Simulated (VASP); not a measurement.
# RuBr2 (Fm-3m) in VASP: a series of runs, part 3 of 3

VASP 6.6.1. The steps go on from the part before.

### Step 4. Single point, PBEsol+U, collinear spin, ferromagnetic start

This run uses another cell than the first one: it holds 3 atoms, not 6.

File INCAR:

```
  ALGO = Fast
  EDIFF = 1E-6
  ENCUT = 520
  GGA = PS
  ISIF = 2
  ISMEAR = 0
  ISPIN = 2
  LASPH = True
  LCHARG = True
  LDAU = True
  LDAUJ = 0 0
  LDAUL = 2 -1
  LDAUPRINT = 1
  LDAUTYPE = 2
  LDAUU = 2 0
  LELF = True
  LMAXMIX = 4
  LORBIT = 11
  LREAL = False
  LVHAR = True
  LWAVE = False
  MAGMOM = 1 0 0
  NBANDS = 25
  NELM = 60
  NUPDOWN = 3
  PREC = Accurate
  SIGMA = 0.05
```

File KPOINTS:

```
k-points
0
Gamma
  5 5 5
```

File POSCAR:

```
RuBr2
1.0
    0.0000000000      3.1637246900      3.1637246900
    3.1637246900      0.0000000000      3.1637246900
    3.1637246900      3.1637246900      0.0000000000
Ru Br
1 2
Direct
    0.0000000000      0.0000000000      0.0000000000
    0.2500000000      0.2500000000      0.2500000000
    0.7500000000      0.7500000000      0.7500000000
```

Potentials or basis: VASP PAW PBE potentials, release 64 (Ru_pv, Br).

The run is started by

```bash
$ cat potpaw_PBE.64/Ru_pv/POTCAR potpaw_PBE.64/Br/POTCAR > POTCAR
$ mpirun -np 1 vasp_std > vasp.out
```

OUTCAR:

```text
EDIFF = 1E-6
   ENCUT = 520
   GGA = PS
   ISIF = 2
   ISMEAR = 0
   ISPIN = 2
   LASPH = True
   LORBIT = 11
   LREAL = False
   NELM = 60
   NUPDOWN = 3
   PREC = Accurate

 ion  position               nearest neighbor table
   1  0.000  0.000  0.000-   3 2.74   3 2.74   3 2.74   2 2.74   2 2.74   2 2.74   3 2.74   2 2.74

   2  0.250  0.250  0.250-   1 2.74   1 2.74   1 2.74   1 2.74
   3  0.750  0.750  0.750-   1 2.74   1 2.74   1 2.74   1 2.74

  LATTYP: Found a face centered cubic cell.
 ALAT       =     6.3274493800

  Lattice vectors:

 A1 = (   0.0000000000,   3.1637246900,   3.1637246900)
 A2 = (   3.1637246900,   0.0000000000,   3.1637246900)
 A3 = (   3.1637246900,   3.1637246900,   0.0000000000)

Analysis of symmetry for initial positions (statically):
=====================================================================
 Subroutine PRICEL returns:
 Original cell was already a primitive cell.

 Routine SETGRP: Setting up the symmetry group for a
 face centered cubic supercell.

 Subroutine GETGRP returns: Found 48 space group operations
 (whereof 48 operations were pure point group operations)
 out of a pool of 48 trial point group operations.

The static configuration has the point symmetry O_h .

Analysis of symmetry for dynamics (positions and initial velocities):
=====================================================================
 Subroutine PRICEL returns:
 Original cell was already a primitive cell.

 Routine SETGRP: Setting up the symmetry group for a
 face centered cubic supercell.

 Subroutine GETGRP returns: Found 48 space group operations
 (whereof 48 operations were pure point group operations)
 out of a pool of 48 trial point group operations.

The dynamic configuration has the point symmetry O_h .

Analysis of structural, dynamic, and magnetic symmetry:
=====================================================================
 Subroutine PRICEL returns:
 Original cell was already a primitive cell.

 Routine SETGRP: Setting up the symmetry group for a
 face centered cubic supercell.

 Subroutine GETGRP returns: Found 48 space group operations
 (whereof 48 operations were pure point group operations)
 out of a pool of 48 trial point group operations.

The overall configuration has the point symmetry O_h .

 Subroutine INISYM returns: Found 48 space group operations
 (whereof 48 operations are pure point group operations),
 and found     1 'primitive' translations

----------------------------------------------------------------------------------------

                                     Primitive cell

  volume of cell :      63.3324

  direct lattice vectors                    reciprocal lattice vectors
     0.000000000  3.163724690  3.163724690    -0.158041565  0.158041565  0.158041565
     3.163724690  0.000000000  3.163724690     0.158041565 -0.158041565  0.158041565
     3.163724690  3.163724690  0.000000000     0.158041565  0.158041565 -0.158041565
[... 123 lines left out ...]
 -0.0000 -0.0000  0.8503  0.0000 -0.0000
  0.0000  0.0000  0.0000  0.8493  0.0000
 -0.0000  0.0000 -0.0000  0.0000  0.8503

spin component  2

  0.1854  0.0000 -0.0000 -0.0000 -0.0000
  0.0000  0.1854 -0.0000 -0.0000  0.0000
 -0.0000 -0.0000  0.6013 -0.0000  0.0000
 -0.0000 -0.0000 -0.0000  0.1854 -0.0000
 -0.0000  0.0000  0.0000 -0.0000  0.6013

 occupancies and eigenvectors

  o =  0.1854  v =  0.0000  0.0000  0.0000  0.0000  0.0000  0.0000 -0.0514  0.0000  0.9987  0.0000      0.0000  0.0000  0.0000  0.0000  0.0000  0.0000  0.0000  0.0000  0.0000  0.0000
  o =  0.1854  v =  0.0000  0.0000  0.0000  0.0000  0.0000  1.0000  0.0000  0.0000  0.0000  0.0000      0.0000  0.0000  0.0000  0.0000  0.0000  0.0000  0.0000  0.0000  0.0000  0.0000
  o =  0.1854  v =  0.0000  0.0000  0.0000  0.0000  0.0000  0.0000  0.9987  0.0000  0.0514  0.0000      0.0000  0.0000  0.0000  0.0000  0.0000  0.0000  0.0000  0.0000  0.0000  0.0000
  o =  0.6013  v =  0.0000  0.0000  0.0000  0.0000  0.0000  0.0000 -0.0000 -0.1768 -0.0000  0.9842      0.0000  0.0000  0.0000  0.0000  0.0000  0.0000  0.0000  0.0000  0.0000  0.0000
  o =  0.6013  v =  0.0000  0.0000  0.0000  0.0000  0.0000  0.0000 -0.0000  0.9842  0.0000  0.1768      0.0000  0.0000  0.0000  0.0000  0.0000  0.0000  0.0000  0.0000  0.0000  0.0000
  o =  0.8493  v =  0.0000 -0.1178  0.0000 -0.9930 -0.0000  0.0000  0.0000  0.0000  0.0000  0.0000      0.0000  0.0000  0.0000  0.0000  0.0000  0.0000  0.0000  0.0000  0.0000  0.0000
  o =  0.8493  v =  0.0000 -0.9930 -0.0000  0.1178 -0.0000  0.0000  0.0000  0.0000  0.0000  0.0000      0.0000  0.0000  0.0000  0.0000  0.0000  0.0000  0.0000  0.0000  0.0000  0.0000
  o =  0.8493  v =  1.0000  0.0000  0.0000  0.0000  0.0000  0.0000  0.0000  0.0000  0.0000  0.0000      0.0000  0.0000  0.0000  0.0000  0.0000  0.0000  0.0000  0.0000  0.0000  0.0000
  o =  0.8503  v =  0.0000 -0.0000  0.2372 -0.0000  0.9715  0.0000  0.0000  0.0000  0.0000  0.0000      0.0000  0.0000  0.0000  0.0000  0.0000  0.0000  0.0000  0.0000  0.0000  0.0000
  o =  0.8503  v =  0.0000 -0.0000  0.9715  0.0000 -0.2372  0.0000  0.0000  0.0000  0.0000  0.0000      0.0000  0.0000  0.0000  0.0000  0.0000  0.0000  0.0000  0.0000  0.0000  0.0000

 number of electron      27.9999997 magnetization       2.9999971

 Free energy of the ion-electron system (eV)
  ---------------------------------------------------
  ext. energy  EPLUGINS =         0.00000000
  ---------------------------------------------------
  free energy    TOTEN  =       -10.19477250 eV

  energy without entropy =      -10.18188627  energy(sigma->0) =      -10.18832939

 E-fermi :   5.1030     XC(G=0): -10.6110

 val. band max:        5.6088519300   @ k =   0.0000   0.0000   0.0000
 cond. band min:       5.1045673269   @ k =  -0.4000   0.2000   0.0000
 fundamental gap:     -0.5042846030
 Fermi energy:         5.6401526184

 spin component 1

 k-point     1 :       0.0000    0.0000    0.0000
  band No.  band energies     occupation
      1     -37.5896      1.00000
      2     -37.5896      1.00000
      3     -37.5896      1.00000
      4     -11.4662      1.00000
      5      -8.9196      1.00000
      6      -0.7894      1.00000
[... 269 lines left out ...]
     24      17.3868      0.00000
     25      17.7623      0.00000
 Fermi energy:         5.1030130814

 spin component 2

 k-point     1 :       0.0000    0.0000    0.0000
  band No.  band energies     occupation
      1     -35.6935      1.00000
      2     -35.6935      1.00000
      3     -35.6935      1.00000
      4     -11.2904      1.00000
      5      -8.7552      1.00000
      6       0.0657      1.00000
[... 269 lines left out ...]
     24      17.8393      0.00000
     25      18.2833      0.00000

------------------------ aborting loop because EDIFF is reached ----------------------------------------

  FORCE on cell =-STRESS in cart. coord.  units (eV):
  Direction    XX          YY          ZZ          XY          YZ          ZX
  --------------------------------------------------------------------------------------
  -------------------------------------------------------------------------------------
  Total        2.6540039      2.6540039      2.6540039     -0.0000000     -0.0000000      0.0000000
  in kB       67.1407358     67.1407358     67.1407358     -0.0000000     -0.0000000      0.0000000
  external PRESSURE =      67.1407358 kB  Pullay stress =       0.0000000 kB

 VOLUME and BASIS-vectors are now :
 -----------------------------------------------------------------------------
  energy-cutoff  :      520.00
  volume of cell :       63.33
      direct lattice vectors                 reciprocal lattice vectors
     0.000000000  3.163724690  3.163724690    -0.158041565  0.158041565  0.158041565
     3.163724690  0.000000000  3.163724690     0.158041565 -0.158041565  0.158041565
     3.163724690  3.163724690  0.000000000     0.158041565  0.158041565 -0.158041565

 POSITION                                       TOTAL-FORCE (eV/Angst)
 -----------------------------------------------------------------------------------
      0.00000      0.00000      0.00000         0.000000      0.000000      0.000000
      1.58186      1.58186      1.58186         0.000000      0.000000      0.000000
      4.74559      4.74559      4.74559        -0.000000     -0.000000     -0.000000
 -----------------------------------------------------------------------------------
    total drift:                               -0.000000      0.000000      0.000000

  FREE ENERGIE OF THE ION-ELECTRON SYSTEM (eV)
  ---------------------------------------------------
  free  energy   TOTEN  =       -10.1947725019 eV

  energy  without entropy=      -10.1818862715  energy(sigma->0) =      -10.18832939

 total charge

# of ion       s       p       d       tot
------------------------------------------
    1        0.204   6.124   5.965  12.293
    2        1.623   3.173   0.052   4.849
    3        1.623   3.173   0.052   4.849
--------------------------------------------------
tot          3.450  12.471   6.070  21.991

 magnetization (x)

# of ion       s       p       d       tot
------------------------------------------
    1        0.008   0.019   2.481   2.508
    2        0.020   0.112   0.008   0.140
    3        0.020   0.112   0.008   0.140
--------------------------------------------------
tot          0.048   0.243   2.496   2.788
```

OSZICAR:

```text
N       E                     dE             d eps       ncg     rms          rms(c)
DAV:   1     0.218054194040E+03    0.21805E+03   -0.14064E+04  1040   0.101E+03
DAV:   2     0.160272173252E-02   -0.21805E+03   -0.20669E+03  1154   0.276E+02
DAV:   3    -0.928655975834E+01   -0.92882E+01   -0.91860E+01  1274   0.559E+01
DAV:   4    -0.937032143835E+01   -0.83762E-01   -0.83676E-01  1207   0.548E+00
DAV:   5    -0.937142768719E+01   -0.11062E-02   -0.11048E-02  1303   0.567E-01    0.169E+01
RMM:   6    -0.100842687118E+02   -0.71284E+00   -0.14003E+00  1022   0.632E+00    0.101E+01
RMM:   7    -0.101649272980E+02   -0.80659E-01   -0.12993E-01  1056   0.217E+00    0.585E+00
RMM:   8    -0.101890475744E+02   -0.24120E-01   -0.18449E-02  1080   0.891E-01    0.220E+00
RMM:   9    -0.101941661771E+02   -0.51186E-02   -0.73624E-03  1097   0.545E-01    0.244E-01
RMM:  10    -0.101945871340E+02   -0.42096E-03   -0.10464E-03  1138   0.215E-01    0.102E-01
RMM:  11    -0.101946880198E+02   -0.10089E-03   -0.17051E-04  1217   0.855E-02    0.502E-02
RMM:  12    -0.101947557056E+02   -0.67686E-04   -0.46357E-05  1184   0.453E-02    0.168E-02
RMM:  13    -0.101947697581E+02   -0.14053E-04   -0.20091E-05  1213   0.273E-02    0.486E-03
RMM:  14    -0.101947717605E+02   -0.20024E-05   -0.59973E-06  1074   0.129E-02    0.339E-03
RMM:  15    -0.101947725019E+02   -0.74136E-06   -0.11178E-06   871   0.565E-03
   1 F= -.10194773E+02 E0= -.10188329E+02  d E =-.128862E-01  mag=     3.0000
```

Run time: 48 s. Hardware: 1 thread of Intel Xeon Platinum 8259CL at 2.50GHz (Skylake/Cascade Lake), shared host; peak memory 0.24 GiB.

What came out:

```
Free energy                                           : -10.1948 eV
Pressure                                              : 6.7 GPa
Net moment                                            : 3.00 μB per cell
Site moments                                          : Ru +2.51; Br +0.14 μB
Valence electrons inside the program's atomic spheres : Ru 12.29; Br 4.85
```

Eigenvalues of the final occupation matrices:
```tsv
site	spin	trace	eigenvalues
site 1 d	1	4.25	0.85 0.85 0.85 0.85 0.85
site 1 d	2	1.76	0.19 0.19 0.19 0.60 0.60
```

Caveat: the moment is held away from its start; the PAW data sets were made with another functional, which shifts forces and pressure a little; the total moment is fixed, so each spin has its own Fermi level. The state reached can hang on the start; a lower one may exist.

### Step 5. Single point, PBEsol+U, collinear spin, ferromagnetic start

This run uses another cell than the first one: it holds 3 atoms, not 6.

File INCAR:

```
PREC = Accurate
ENCUT = 520
EDIFF = 1E-7
ISMEAR = 0
SIGMA = 0.05
LREAL = F
LASPH = T
NELM = 60
ALGO = Normal
ISIF = 2
LWAVE = F
LCHARG = T
ISPIN = 2
MAGMOM = 1 0 0
LORBIT = 11
LMAXMIX = 4
LDAU = T
LDAUTYPE = 2
LDAUL = 2 -1
LDAUU = 6 0
LDAUJ = 0 0
LDAUPRINT = 1
GGA = PS
LELF = T
LVHAR = T
```

File KPOINTS:

```
Automatic mesh
0
Gamma
  5 5 5
```

POSCAR is that of step 4.

The run is started by

```bash
$ cat potpaw_PBE.64/Ru_pv/POTCAR potpaw_PBE.64/Br/POTCAR > POTCAR
$ mpirun -np 1 vasp_std > vasp.out
```

Run time: 45 s. Hardware: 1 thread of Intel Xeon Platinum 8259CL at 2.50GHz (Skylake/Cascade Lake), shared host; peak memory 0.24 GiB.

Results (log left out):

```yaml
Free_energy: -7.7639 eV
Pressure: 7.2 GPa
Band_gap_on_the_k_mesh: none (metal or under the smearing width)
Net_moment: 2.00 μB per cell
Site_moments: Ru +2.19; Br -0.13 μB
Valence_electrons_inside_the_program's_atomic_spheres: Ru 12.40; Br 4.85
```

Levels at points of the mesh, in eV from the Fermi level:
Spin up:
```csv
k point,band 11,band 12,band 13,band 14,band 15,band 16,band 17,band 18,band 19
"(0.00, 0.00, 0.00)",-1.63,-1.63,-1.63,-0.07,-0.07,-0.07,3.15,4.78,4.78
```
Spin down:
| k point | band 10 | band 11 | band 12 | band 13 | band 14 | band 15 | band 16 | band 17 |
| --- | --- | --- | --- | --- | --- | --- | --- | --- |
| (0.00, 0.00, 0.00) | -2.02 | -1.71 | -1.71 | -1.71 | 3.52 | 4.73 | 4.73 | 4.73 |

Eigenvalues of the final occupation matrices:
| site | spin | trace | eigenvalues |
| --- | --- | --- | --- |
| site 1 d | 1 | 4.15 | 0.82 0.82 0.82 0.85 0.85 |
| site 1 d | 2 | 1.98 | 0.10 0.10 0.10 0.85 0.85 |

Caveat: the PAW data sets were made with another functional, which shifts forces and pressure a little. The state reached can hang on the start; a lower one may exist.

### Step 6. Single point, PBEsol+U, collinear spin, antiferromagnetic start

This run uses another cell than the first one, of the same volume but with other edges.

File INCAR:

```
SYSTEM = RuBr2
ALGO = Fast ; EDIFF = 1E-6
ENCUT = 520 ; GGA = PS
ISIF = 2 ; ISMEAR = 0
ISPIN = 2 ; LASPH = .TRUE.
LCHARG = .FALSE. ; LDAU = .TRUE.
LDAUJ = 0 0 ; LDAUL = 2 -1
LDAUPRINT = 1 ; LDAUTYPE = 2
LDAUU = 6 0 ; LMAXMIX = 4
LORBIT = 11 ; LREAL = .FALSE.
LWAVE = .FALSE. ; MAGMOM = 1 -1 0 0 0 0
NELM = 100 ; PREC = Accurate
SIGMA = 0.05
```

File KPOINTS:

```
k-points
0
G
  5 5 5
  0 0 0
```

File POSCAR:

```
RuBr2
1.0
    6.3274493800      3.1637246900      3.1637246900
    3.1637246900      6.3274493800      3.1637246900
    3.1637246900      3.1637246900      6.3274493800
Ru Br
2 4
Direct
    0.0000000000      0.0000000000      0.0000000000
    0.5000000000      0.5000000000      0.5000000000
    0.1250000000      0.1250000000      0.1250000000
    0.6250000000      0.6250000000      0.6250000000
    0.3750000000      0.3750000000      0.3750000000
    0.8750000000      0.8750000000      0.8750000000
```

Potentials or basis: VASP PAW PBE potentials, release 64 (Ru_pv, Br).

The run is started by

```bash
$ cat potpaw_PBE.64/Ru_pv/POTCAR potpaw_PBE.64/Br/POTCAR > POTCAR
$ mpirun -np 1 vasp_std > vasp.out
```

Wall time 12 min (1 thread of Intel Xeon Platinum 8259CL at 2.50GHz (Skylake/Cascade Lake), shared host); peak memory 0.69 GiB.

The run converged, but a check on its numbers failed (symmetry, net force, bounds or a known fault of this set-up), so they aren't taken as properties of the crystal.

Caveat: the result breaks the symmetry of the cell; the PAW data sets were made with another functional, which shifts forces and pressure a little.

### Step 7. The runs side by side

| spin | U | fixed moment (μB) | further INCAR settings | gap on the mesh (eV) | pressure (GPa) | moment (μB) |
| --- | --- | --- | --- | --- | --- | --- |
| collinear, random start | Ru d U = 2 eV | - | ALGO = Fast; EDIFF = 1e-06; NBANDS = 25 | none | -3.1 | 0.13 |
| collinear, ferromagnetic start | Ru d U = 2 eV | 3 | ALGO = Fast; EDIFF = 1e-06; NBANDS = 25 | - | 6.7 | 3.00 |
| collinear, ferromagnetic start | Ru d U = 6 eV | - | ALGO = Normal; EDIFF = 1e-07 | none | 7.2 | 2.00 |

Alike in all rows: task single point; level PBEsol+U; potentials or basis VASP PAW PBE potentials, release 64 (Ru_pv, Br); cell as given; k mesh 5 × 5 × 5; cutoff (eV) 520; smearing gaussian 0.05 eV.

Caveats: the PAW data sets were made with another functional, which shifts forces and pressure a little; the moment is held away from its start (some runs); the total moment is fixed, so each spin has its own Fermi level (some runs).

Total energies depend on the potentials used, so only differences within one code and one set of settings carry meaning.
